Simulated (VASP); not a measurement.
Band gaps of ZnO (wurtzite) from VASP (PAW), without and with spin-orbit coupling. Semilocal levels are at their own relaxed cell, hybrids and mBJ at PBE's; 0.00 means no gap at that level.

The cell of the LDA run:

Space group P6₃mc (No. 186); a = b = 3.196 Å, c = 5.165 Å, α = β = 90.00°, γ = 120.00°

```
atom  site  symmetry       x       y       z
----  ----  --------  ------  ------  ------
Zn      2b       3m.  0.3333  0.6667  0.0018
O       2b       3m.  0.3333  0.6667  0.3802
```

```csv
level,gap without SOC (eV),gap with SOC (eV),shift (eV)
LDA,0.80,___,___
PBEsol,0.68,___,___
```

Problem. What belongs in the gaps?

Solution. 
- LDA, gap with SOC (eV): 0.78
- LDA, shift (eV): -0.02
- PBEsol, gap with SOC (eV): 0.66
- PBEsol, shift (eV): -0.02

Only levels that ran to the end are used. Left out are those held back, those with too coarse a band path, GW runs whose mesh misses a band edge, hybrids' fits of cells that aren't cubic and levels without matching references; a question may draw on a part of the rest.

The compound is ZnO in the wurtzite structure.
